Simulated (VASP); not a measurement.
# CH₂IBr: training a force field on the fly

CH₂IBr, molecule in box, 5 atoms in the cell. PBE, machine-learned force field trained on the fly; PAW potentials Br, C, I, H (PBE set).

## Input

INCAR.step1:
```
PREC     = Normal         # precision mode
ENCUT    = 400            # plane-wave cutoff, eV
EDIFF    = 1E-5           # SCF threshold, eV
LREAL    = F              # projectors in reciprocal space
ALGO     = Fast           # electronic algorithm
NELMIN   = 4            
NELM     = 100            # most SCF steps
ISYM     = 0            
ISMEAR   = 0              # smearing method
SIGMA    = 0.05           # smearing width, eV
LWAVE    = F              # write WAVECAR
LCHARG   = F              # write CHGCAR
IBRION   = 0              # ionic algorithm
ISIF     = 2              # what is computed and relaxed
TEBEG    = 300          
POTIM    = 0.7            # step
RANDOM_SEED= 431850 0 0   
MDALGO   = 1            
ANDERSEN_PROB= 0.1          
NSW      = 160            # ionic steps
ML_LMLFF = T            
ML_MODE  = train        
ML_CTIFOR= 1E-6         
ML_WTSIF = 1E-10        
ML_NMDINT= 1            
ML_ICRITERIA= 0             
```

INCAR.step2, as INCAR.step1 but for:
```
- TEBEG = 300
- RANDOM_SEED = 431850 0 0
- MDALGO = 1
- ANDERSEN_PROB = 0.1
- NSW = 160
- ML_CTIFOR = 1E-6
- ML_NMDINT = 1
- ML_ICRITERIA = 0
+ TEBEG = 180
+ RANDOM_SEED = 562511 0 0
+ MDALGO = 3
+ LANGEVIN_GAMMA = 10 10 10 10
+ NSW = 2000
+ TEEND = 375
+ ML_CTIFOR = 0.02
+ ML_NMDINT = 2
```

INCAR.step3:
```
PREC     = Normal         # precision mode
ENCUT    = 400            # plane-wave cutoff, eV
EDIFF    = 1E-5           # SCF threshold, eV
LREAL    = F              # projectors in reciprocal space
ALGO     = Fast           # electronic algorithm
NELMIN   = 4            
NELM     = 100            # most SCF steps
ISYM     = 0            
ISMEAR   = 0              # smearing method
SIGMA    = 0.05           # smearing width, eV
LWAVE    = F              # write WAVECAR
LCHARG   = F              # write CHGCAR
ML_LMLFF = T            
ML_MODE  = refit        
ML_WTSIF = 1E-10         
```

INCAR.step4:
```
PREC     = Normal         # precision mode
ENCUT    = 400            # plane-wave cutoff, eV
ISYM     = 0            
ISMEAR   = 0              # smearing method
SIGMA    = 0.05           # smearing width, eV
LWAVE    = F              # write WAVECAR
LCHARG   = F              # write CHGCAR
ML_LMLFF = T            
ML_MODE  = run          
NWRITE   = 2            
IBRION   = -1             # ionic algorithm
NSW      = 0              # ionic steps
```

INCAR.step5:
```
PREC     = Normal         # precision mode
ENCUT    = 400            # plane-wave cutoff, eV
EDIFF    = 1E-5           # SCF threshold, eV
LREAL    = F              # projectors in reciprocal space
ALGO     = Fast           # electronic algorithm
NELMIN   = 4            
NELM     = 100            # most SCF steps
ISYM     = 0            
ISMEAR   = 0              # smearing method
SIGMA    = 0.05           # smearing width, eV
LWAVE    = F              # write WAVECAR
LCHARG   = F              # write CHGCAR
```

INCAR.step6:
```
PREC     = Normal         # precision mode
ENCUT    = 400            # plane-wave cutoff, eV
ISYM     = 0            
ISMEAR   = 0              # smearing method
SIGMA    = 0.05           # smearing width, eV
LWAVE    = F              # write WAVECAR
LCHARG   = F              # write CHGCAR
ML_LMLFF = T            
ML_MODE  = run          
NWRITE   = 0            
IBRION   = 2              # ionic algorithm
NSW      = 300            # ionic steps
EDIFFG   = -2E-4          # ionic threshold
ISIF     = 2              # what is computed and relaxed
```

KPOINTS:
```
k-points
0
Gamma
  1 1 1
```

POSCAR.step1:
```
H2CIBr
1.0
    9.5000000000      0.0000000000      0.0000000000
    0.0000000000      8.0000000000      0.0000000000
    0.0000000000      0.0000000000      8.5000000000
Br C I H
1 1 1 2
Direct
    0.3298947400      0.4661750000      0.5395882300
    0.5230736900      0.4877750000      0.4764705900
    0.6701052600      0.3801500000      0.6355058800
    0.5473157900      0.6198500000      0.4680353000
    0.5356947400      0.4247250100      0.3644941200
```

Commands (each step's output is kept before the next begins):
```
cat potpaw_PBE.64/Br/POTCAR potpaw_PBE.64/C/POTCAR potpaw_PBE.64/I/POTCAR potpaw_PBE.64/H/POTCAR > POTCAR
cp INCAR.step1 INCAR
cp POSCAR.step1 POSCAR
mpirun -np 4 vasp_gam > vasp.out
cp ML_ABN ../ML_AB
cp CONTCAR POSCAR
cp ../ML_AB ML_AB
cp INCAR.step2 INCAR
mpirun -np 4 vasp_gam > vasp.out
cp ML_ABN ../ML_AB
cp CONTCAR POSCAR
cp ../ML_AB ML_AB
cp INCAR.step3 INCAR
mpirun -np 4 vasp_gam > vasp.out
cp ML_FFN ../ML_FF
cp ../ML_FF ML_FF
rm ML_AB
cp INCAR.step4 INCAR
mpirun -np 4 vasp_gam > vasp.out
cp INCAR.step5 INCAR
mpirun -np 4 vasp_gam > vasp.out
cp INCAR.step6 INCAR
mpirun -np 4 vasp_gam > vasp.out
cp CONTCAR ../POSCAR.min
cp CONTCAR POSCAR
cp INCAR.step5 INCAR
mpirun -np 4 vasp_gam > vasp.out
cp INCAR.step4 INCAR
mpirun -np 4 vasp_gam > vasp.out
```

## Result

- Force error of the fit (eV/Å): 0.003
- Energy error of the fit (eV/atom): 0.0000

The training runs are MD at 180 to 375 K, 1.5 ps in all.

Between the relaxed minimum and a frame of the training run, the force field gives 0.128 eV and DFT 0.120 eV.

ML_LOGFILE.step1:
```
# STATUS This line describes the overall status of each step.
# STATUS
# STATUS nstep ..... MD time step or input structure counter
# STATUS state ..... One-word description of step action
# STATUS             - "accurate"  (1) : Errors are low, force field is used
# STATUS             - "threshold" (2) : Errors exceeded threshold, structure is sampled from ab initio
# STATUS             - "learning"  (3) : Stored configurations are used for training force field
# STATUS             - "critical"  (4) : Errors are high, ab initio sampling and learning is enforced
# STATUS             - "predict"   (5) : Force field is used in prediction mode only, no error checking
# STATUS             - "predfast"  (6) : Prediction mode only, no error checking, no error estimates
# STATUS             - "interval"  (7) : Errors exceeded threshold, but too close to last sampling (ML_NMDINT)
# STATUS is ........ Integer representation of above one-word description (integer in parenthesis)
# STATUS doabin .... Perform ab initio calculation (T/F)
# STATUS iff ....... Force field available (T/F, False after startup hints to possible convergence problems)
[... 34 lines left out ...]
BEEF                  157   3.72602133E-06   2.87755186E-03   1.31428045E-03   1.00000000E-06   4.04102787E-02   2.40624319E-02
BEEF                  158   3.75183148E-06   2.91886011E-03   1.35315894E-03   1.00000000E-06   4.03941501E-02   2.40994628E-02
BEEF                  159   3.50846696E-06   2.81564831E-03   1.30302758E-03   1.00000000E-06   4.00340091E-02   2.39373916E-02
BEEF                  160   3.24272663E-06   2.81336559E-03   1.25403002E-03   1.00000000E-06   4.03462678E-02   2.38776485E-02
ERR                   157   6.04023228E-05   6.12560105E-03   3.13552743E-01
ERR                   158   6.01341355E-05   6.10325047E-03   3.16251110E-01
ERR                   159   5.90795791E-05   6.02927943E-03   3.01808482E-01
ERR                   160   5.92048603E-05   6.07778417E-03   3.10707608E-01
```

ML_LOGFILE.step2:
```
# STATUS This line describes the overall status of each step.
# STATUS
# STATUS nstep ..... MD time step or input structure counter
# STATUS state ..... One-word description of step action
# STATUS             - "accurate"  (1) : Errors are low, force field is used
# STATUS             - "threshold" (2) : Errors exceeded threshold, structure is sampled from ab initio
# STATUS             - "learning"  (3) : Stored configurations are used for training force field
# STATUS             - "critical"  (4) : Errors are high, ab initio sampling and learning is enforced
# STATUS             - "predict"   (5) : Force field is used in prediction mode only, no error checking
# STATUS             - "predfast"  (6) : Prediction mode only, no error checking, no error estimates
# STATUS             - "interval"  (7) : Errors exceeded threshold, but too close to last sampling (ML_NMDINT)
# STATUS is ........ Integer representation of above one-word description (integer in parenthesis)
# STATUS doabin .... Perform ab initio calculation (T/F)
# STATUS iff ....... Force field available (T/F, False after startup hints to possible convergence problems)
[... 34 lines left out ...]
BEEF                 1997   3.66999357E-05   7.72343823E-03   3.74418845E-03   2.00000000E-02   6.39101083E-02   3.27471619E-02
BEEF                 1998   3.77319915E-05   7.86693810E-03   3.91275273E-03   2.00000000E-02   6.41275394E-02   3.32813391E-02
BEEF                 1999   3.79749096E-05   7.89613423E-03   3.95006273E-03   2.00000000E-02   6.40151299E-02   3.32364770E-02
BEEF                 2000   3.73085919E-05   7.76581927E-03   3.79025713E-03   2.00000000E-02   6.35854553E-02   3.25254351E-02
ERR                     0   5.91497325E-05   6.07209853E-03   3.11695354E-01
ERR                   161   7.84570745E-05   7.00397716E-03   5.62383125E-01
ERR                   275   8.91638953E-05   7.82898742E-03   4.11483235E-01
ERR                  1499   8.49641554E-05   7.60352255E-03   4.59265474E-01
```

ML_LOGFILE.step3:
```
# STATUS This line describes the overall status of each step.
# STATUS
# STATUS nstep ..... MD time step or input structure counter
# STATUS state ..... One-word description of step action
# STATUS             - "accurate"  (1) : Errors are low, force field is used
# STATUS             - "threshold" (2) : Errors exceeded threshold, structure is sampled from ab initio
# STATUS             - "learning"  (3) : Stored configurations are used for training force field
# STATUS             - "critical"  (4) : Errors are high, ab initio sampling and learning is enforced
# STATUS             - "predict"   (5) : Force field is used in prediction mode only, no error checking
# STATUS             - "predfast"  (6) : Prediction mode only, no error checking, no error estimates
# STATUS             - "interval"  (7) : Errors exceeded threshold, but too close to last sampling (ML_NMDINT)
# STATUS is ........ Integer representation of above one-word description (integer in parenthesis)
# STATUS doabin .... Perform ab initio calculation (T/F)
# STATUS iff ....... Force field available (T/F, False after startup hints to possible convergence problems)
[... 20 lines left out ...]
# BEEF bee_ave_stress ... Bayesian error estimate of stresses (average) (kB)
# BEEF              nstep       bee_energy    bee_max_force    bee_ave_force        threshold   bee_max_stress   bee_ave_stress
# BEEF                  2                3                4                5                6                7                8
# SPRSC This line shows the results of sparsification regarding the number
# SPRSC of reference structures and local reference configurations.
# SPRSC
STATUS                  0  learning  3      T      F         0         0
STATUS                  1  accurate  1      F      T         1         1
SPRSC                   0       175       175 Br        37        37 C         55        55 I         39        39 H         83        83
ERR                     0   2.95725354E-05   3.42278167E-03   4.95244474E-01
```

Limits: the nuclei move classically.

VASP 6.6.1 took 183 s on 4 cores (Intel Xeon Platinum 8559C (Emerald Rapids)), a shared host.
